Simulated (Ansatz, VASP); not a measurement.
**RbH3Pb in two plane-wave programs**

One calculation is typed for both programs; each brings its own data sets. How far apart do they land? The cell is generated by rule, not measured, and may not be a known phase. The cell is taken from a series of runs on this material, whose earlier steps may have relaxed, scaled, displaced or heated it; both programs get it as it stands.

Method: plane waves, with VASP 6.6.1 beside it; relaxation of cell and atoms at PBEsol, in Ansatz 0.2.0.

The structure was built from a prototype and need not be the compound's stable phase.

## Step 1: The structure

It takes space group P4/nmm (No. 129, tetragonal). The conventional cell has a = 6.286 Å, b = 6.286 Å, c = 4.748 Å, α = 90.00°, β = 90.00°, γ = 90.00°. Nearest to Rb lie 12 H at 3.21 to 3.25 Å. Nearest to Pb lie 5 H at 1.92 to 2.23 Å. H has 2 Pb at 2.23 Å and 6 H at 2.81 to 3.14 Å and 4 Rb at 3.25 Å nearest. H has 2 Pb at 1.92 to 2.83 Å and 4 H at 2.81 Å and 4 Rb at 3.21 Å nearest. Farther neighbours are not listed.

## Step 2: VASP: relaxation of cell and atoms, PBEsol

The relaxed volume is the usual yardstick between codes: in a stiff, nearly cubic crystal its relative difference is about their pressure difference at one cell divided by the bulk modulus.

Lines of VASP's logs that name or quote its potential files are left out, and so is its time.

INCAR reads:

```
SYSTEM = RbH3Pb
PREC = Accurate
ENCUT = 500
EDIFF = 1E-07
NELM = 120
ISMEAR = 1
SIGMA = 0.2
LREAL = .FALSE.
ALGO = Normal
GGA = PS
NBANDS = 36
LORBIT = 11
LWAVE = .FALSE.
LCHARG = .FALSE.
ISIF = 3
IBRION = 2
NSW = 80
EDIFFG = -0.005
LASPH = .TRUE.
GGA_COMPAT = .FALSE.
NELMIN = 4
EFERMI = MIDGAP
KPAR = 2
```

POSCAR reads:

```
RbH3Pb
1.0
    6.2860250000      0.0000000000      0.0000000000
    0.0000000000      6.2860250000      0.0000000000
    0.0000000000      0.0000000000      4.7478550000
Rb Pb H
2 2 6
Direct
    0.4999999205      0.4999999205      0.0000000000
    0.0000000000      0.0000000000      0.0000000000
    0.0000000000      0.4999999205      0.4592709761
    0.4999999205      0.0000000000      0.5407290239
    0.7499998807      0.7499998807      0.4999998947
    0.2499999602      0.2499999602      0.4999998947
    0.7499998807      0.2499999602      0.4999998947
    0.2499999602      0.7499998807      0.4999998947
    0.0000000000      0.4999999205      0.8638294556
    0.4999999205      0.0000000000      0.1361705444
```

KPOINTS reads:

```
Automatic mesh
0
Gamma
6 6 6
0 0 0
```

The projector-augmented-wave data sets are Rb_sv, Pb_d and H (PBE family, release 64).

Command:

```console
> mpirun -np 2 vasp_std
```

Numbers of over 12 decimals in the logs are rounded to 6 here.

The log of the run:

```text
[banner, memory and clock lines left out]
running    2 mpi-ranks, on    1 nodes
 distrk:  each k-point on    1 cores,    2 groups
 distr:  one band on    1 cores,    1 groups

 POSCAR found type information on POSCAR RbPbH
 POSCAR found :  3 types and      10 ions
|                                                                             |
|               ----> ADVICE to this user running VASP <----                  |
|                                                                             |
|     You enforced a specific xc type in the INCAR file but a different       |
|     [... a line on the potential file left out ...]
|     I HOPE YOU KNOW WHAT YOU ARE DOING!                                     |
|                                                                             |

 LDA part: xc-table for (Slater+PW92), standard interpolation
 POSCAR, INCAR and KPOINTS ok, starting setup
 FFT: planning ... GRIDC
 FFT: planning ... GRID_SOFT
 FFT: planning ... GRID
 WAVECAR not read
 entering main loop
       N       E                     dE             d eps       ncg     rms          rms(c)
DAV:   1     0.487177826917E+03    0.48718E+03   -0.22663E+04  2880   0.136E+03
DAV:   2     0.234769143924E+02   -0.46370E+03   -0.44528E+03  3004   0.359E+02
DAV:   3    -0.285867024246E+02   -0.52064E+02   -0.51432E+02  4264   0.141E+02
DAV:   4    -0.306780882151E+02   -0.20914E+01   -0.20854E+01  3792   0.286E+01
DAV:   5    -0.308493802928E+02   -0.17129E+00   -0.17123E+00  5188   0.662E+00    0.644E+00
DAV:   6    -0.295183312098E+02    0.13310E+01   -0.10658E+00  3764   0.618E+00    0.327E+00
DAV:   7    -0.291697354390E+02    0.34860E+00   -0.13680E+00  4012   0.463E+00    0.127E+00
DAV:   8    -0.291797729222E+02   -0.10037E-01   -0.19633E-01  3912   0.274E+00    0.359E-01
DAV:   9    -0.291742361582E+02    0.55368E-02   -0.26315E-02  3864   0.122E+00    0.121E-01
DAV:  10    -0.291746478713E+02   -0.41171E-03   -0.45019E-03  4084   0.269E-01    0.627E-02
DAV:  11    -0.291746882305E+02   -0.40359E-04   -0.69020E-04  4324   0.139E-01    0.311E-02
DAV:  12    -0.291746630264E+02    0.25204E-04   -0.89595E-05  3948   0.404E-02    0.601E-03
DAV:  13    -0.291746651099E+02   -0.20836E-05   -0.10432E-05  3964   0.131E-02    0.260E-03
DAV:  14    -0.291746653037E+02   -0.19376E-06   -0.95015E-07  3664   0.521E-03    0.844E-04
DAV:  15    -0.291746653200E+02   -0.16313E-07   -0.98920E-08  2488   0.188E-03
   1 F= -.29174665E+02 E0= -.29176355E+02  d E =-.291747E+02
[... from here on, the cycles between the ionic steps are left out ...]
   2 F= -.29174746E+02 E0= -.29176436E+02  d E =-.809397E-04
   3 F= -.29174772E+02 E0= -.29176463E+02  d E =-.107028E-03
   4 F= -.29174775E+02 E0= -.29176466E+02  d E =-.109946E-03
   5 F= -.29174803E+02 E0= -.29176501E+02  d E =-.278032E-04
   6 F= -.29174812E+02 E0= -.29176517E+02  d E =-.363302E-04
   7 F= -.29174827E+02 E0= -.29176532E+02  d E =-.152131E-04
   8 F= -.29174862E+02 E0= -.29176569E+02  d E =-.505237E-04
   9 F= -.29174887E+02 E0= -.29176596E+02  d E =-.749719E-04
 curvature:  -9.76 expect dE=-0.408E-04 dE for cont linesearch -0.613E-06
 ZBRENT: bracketing found
 ZBRENT: interpolating
 opt :  13.2912  next Energy=   -29.174887 (dE=-0.756E-04)
 bond charge predicted
       N       E                     dE             d eps       ncg     rms          rms(c)
DAV:   1    -0.291748925885E+02   -0.60091E-05   -0.13286E-03  3948   0.192E-01    0.127E-02
DAV:   2    -0.291748880081E+02    0.45803E-05   -0.18933E-05  4148   0.352E-02    0.636E-03
DAV:   3    -0.291748865286E+02    0.14796E-05   -0.50341E-06  4024   0.197E-02    0.154E-03
DAV:   4    -0.291748867295E+02   -0.20096E-06   -0.51666E-07  3240   0.486E-03    0.735E-04
DAV:   5    -0.291748868330E+02   -0.10352E-06   -0.40151E-08  1612   0.158E-03    0.203E-04
DAV:   6    -0.291748868595E+02   -0.26405E-07   -0.18286E-08  1580   0.134E-03
  10 F= -.29174887E+02 E0= -.29176596E+02  d E =-.752630E-04
 curvature:  -9.81 expect dE=-0.348E-04 dE for cont linesearch -0.586E-08
 trial: gam= 0.30064 g(F)=  0.227E-05 g(S)=  0.128E-05 ort = 0.983E-07 (trialstep = 0.382E+01)
 search vector abs. value=  0.507E-05
 reached required accuracy - stopping structural energy minimisation
```

OUTCAR, selected parts (step 2):

```text
ion  position               nearest neighbor table
   1  0.500  0.500  0.000-   9 3.21  10 3.21   9 3.21  10 3.21   5 3.25   7 3.25   8 3.25   6 3.25
                             5 3.25   7 3.25   8 3.25   6 3.25   3 3.83   4 3.83   4 3.83   3 3.83
   2  0.000  0.000  0.000-   9 3.21  10 3.21   9 3.21  10 3.21   6 3.25   7 3.25   8 3.25   6 3.25
                             5 3.25   7 3.25   8 3.25   5 3.25   3 3.83   4 3.83   4 3.83   3 3.83
   3  0.000  0.500  0.459-   9 1.92   8 2.23   6 2.23   5 2.23   7 2.23   2 3.83   1 3.83   2 3.83
                             1 3.83   1 4.06   2 4.06   1 4.06   2 4.06
   4  0.500  0.000  0.541-  10 1.92   7 2.23   6 2.23   5 2.23   8 2.23   2 3.83   1 3.83   2 3.83
                             1 3.83   2 4.06   1 4.06   2 4.06   1 4.06
   5  0.750  0.750  0.500-   3 2.23   4 2.23   1 3.25   1 3.25   2 3.25   2 3.25
   6  0.250  0.250  0.500-   3 2.23   4 2.23   2 3.25   1 3.25   2 3.25   1 3.25
   7  0.750  0.250  0.500-   4 2.23   3 2.23   1 3.25   2 3.25   1 3.25   2 3.25
   8  0.250  0.750  0.500-   3 2.23   4 2.23   1 3.25   2 3.25   1 3.25   2 3.25
   9  0.000  0.500  0.864-   3 1.92   2 3.21   1 3.21   2 3.21   1 3.21
  10  0.500  0.000  0.136-   4 1.92   2 3.21   1 3.21   2 3.21   1 3.21

  LATTYP: Found a simple tetragonal cell.
 ALAT       =     6.2860250000
 C/A-ratio  =     0.7553032322

 Subroutine GETGRP returns: Found 16 space group operations
 (whereof  8 operations were pure point group operations)

The static configuration has the point symmetry D_2d.
 The point group associated with its full space group is D_4h.

 Found     40 irreducible k-points:

   k-points           NKPTS =     40   k-points in BZ     NKDIM =     40   number of bands    NBANDS=     36

   dimension x,y,z NGX =    48 NGY =   48 NGZ =   36
   dimension x,y,z NGXF=    96 NGYF=   96 NGZF=   72

   ENCUT  =  500.0 eV  36.75 Ry    6.06 a.u.  11.46 11.46  8.66*2*pi/ulx,y,z

   NELECT =      52.0000    total number of electrons

 k-points in reciprocal lattice and weights: Automatic mesh
   0.00000000  0.00000000  0.00000000       0.005
   0.16666667  0.00000000  0.00000000       0.019
   0.33333333  0.00000000  0.00000000       0.019
   0.50000000  0.00000000  0.00000000       0.009
   0.16666667  0.16666667  0.00000000       0.019
   0.33333333  0.16666667  0.00000000       0.037
   0.50000000  0.16666667  0.00000000       0.019
   0.33333333  0.33333333  0.00000000       0.019
   0.50000000  0.33333333  0.00000000       0.019
[...]
0.50000000  0.33333333  0.50000000       0.019
   0.50000000  0.50000000  0.50000000       0.005

 average (electrostatic) potential at core
       1 -37.3766       2 -37.3766       3 -94.3422       4 -94.3422       5 -32.9120
       6 -32.9120       7 -32.9120       8 -32.9120       9 -33.3868      10 -33.3868

 E-fermi :   3.2822

 k-point     1 :       0.0000    0.0000    0.0000
  band No.  band energies     occupation
    ...
     22      -1.9096      2.00000
     23       0.4228      2.00000
     24       0.7899      2.00000
     25       0.8862      2.00000
     26       2.8062      2.00390
     27       3.4521     -0.00328
     28       3.4521     -0.00328
     29       3.9125     -0.00008
     30       3.9815     -0.00001
     31       4.2451     -0.00000
    ...

 k-point     2 :       0.1667    0.0000    0.0000
  band No.  band energies     occupation
    ...
     22      -1.7821      2.00000
     23       0.3379      2.00000
     24       0.3934      2.00000
     25       0.9021      2.00000
     26       2.0299      2.00000
     27       3.4546     -0.00852
     28       4.0026     -0.00000
     29       4.0144     -0.00000
     30       4.4704     -0.00000
     31       4.8673     -0.00000
    ...

 k-point     3 :       0.3333    0.0000    0.0000
  band No.  band energies     occupation
    ...
     22      -1.3911      2.00000
     23      -0.3245      2.00000
     24      -0.0627      2.00000
     25       0.9488      2.00000
     26       1.3129      2.00000
     27       3.5505     -0.06734
     28       3.9721     -0.00001
     29       5.1160     -0.00000
     30       5.2159     -0.00000
     31       6.1029     -0.00000
    ...

  Total        0.0015809      0.0015809     -0.0161382      0.0000000      0.0000000      0.0000000
  in kB        0.0135190      0.0135190     -0.1380087      0.0000000      0.0000000      0.0000000
  external PRESSURE =      -0.0369902 kB  Pullay stress =       0.0000000 kB

  energy-cutoff  :      500.00
  volume of cell :      187.35
      direct lattice vectors                 reciprocal lattice vectors
     6.276364443  0.000000000  0.000000000     0.159327905  0.000000000  0.000000000
     0.000000000  6.276364443 -0.000000000     0.000000000  0.159327905  0.000000000
     0.000000000 -0.000000000  4.756018379     0.000000000  0.000000000  0.210259911

 POSITION                                       TOTAL-FORCE (eV/Angst)
 -----------------------------------------------------------------------------------
      3.13818      3.13818     -0.00000         0.000000     -0.000000      0.000000
      0.00000      0.00000     -0.00000         0.000000     -0.000000      0.000000
      0.00000      3.13818      2.18149        -0.000000      0.000000     -0.004845
      3.13818     -0.00000      2.57453         0.000000     -0.000000      0.004845
      4.70727      4.70727      2.37801         0.000000     -0.000000      0.000000
      1.56909      1.56909      2.37801         0.000000      0.000000      0.000000
      4.70727      1.56909      2.37801        -0.000000     -0.000000      0.000000
      1.56909      4.70727      2.37801         0.000000      0.000000      0.000000
      0.00000      3.13818      4.09917         0.000000     -0.000000      0.000184
      3.13818     -0.00000      0.65684         0.000000     -0.000000     -0.000184
 -----------------------------------------------------------------------------------
    total drift:                                0.000786      0.000786      0.000122

  FREE ENERGIE OF THE ION-ELECTRON SYSTEM (eV)
  ---------------------------------------------------
  free  energy   TOTEN  =       -29.1748868595 eV

  energy  without entropy=      -29.1800153334  energy(sigma->0) =      -29.17659635

 reached required accuracy - stopping structural energy minimisation

 total charge
# of ion       s       p       d       tot
------------------------------------------
    1        1.937   5.345   0.023   7.305
    2        1.937   5.345   0.023   7.305
    3        1.373   0.824   9.833  12.031
    4        1.373   0.824   9.833  12.031
    5        0.475   0.005   0.000   0.480
    6        0.475   0.005   0.000   0.480
    7        0.475   0.005   0.000   0.480
    8        0.475   0.005   0.000   0.480
    9        0.492   0.006   0.000   0.498
   10        0.492   0.006   0.000   0.498
--------------------------------------------------
tot          9.503  12.371  19.712  41.587

[... 3 further parts left out ...]
```

CONTCAR:

```
RbH3Pb
   1.00000000000000
     6.2763644427183500    0.0000000000000000    0.0000000000000000
     0.0000000000000000    6.2763644427183500   -0.0000000000000000
     0.0000000000000000   -0.0000000000000000    4.7560183787514996
  Rb              Pb              H
     2     2     6
Direct
     0.4999999205000023    0.4999999205000023    0.0000000000000000
     0.0000000000000000    0.0000000000000000    0.0000000000000000
     0.0000000000000000    0.4999999205000023    0.4586795806655510
     0.4999999205000023    0.0000000000000000    0.5413204193344491
     0.7499998807000026    0.7499998807000026    0.4999998946999966
     0.2499999602000003    0.2499999602000003    0.4999998946999966
     0.7499998807000026    0.2499999602000003    0.4999998946999966
     0.2499999602000003    0.7499998807000026    0.4999998946999966
     0.0000000000000000    0.4999999205000023    0.8618918363014582
     0.4999999205000023    0.0000000000000000    0.1381081636985417
```

The gap is under twice the smearing width, so the edge states are partly filled and the run can't tell a small gap from a semimetal. Methfessel-Paxton smearing is not meant for a cell with a gap.

(Part 1 of 2 ends here.)

[Lines on the potential files, build, host, timing and source positions are cut from VASP's logs without a mark.]

[Logs are printed without paths, hosts, clocks, repeated set-up lines and the standing remarks that a program may print on its own settings, such as how far it seeks lower states.]

[Hosts, paths, dates, database ids (printed as entryN), source tags and the programs' standing remarks are cut or masked in the printed files.]
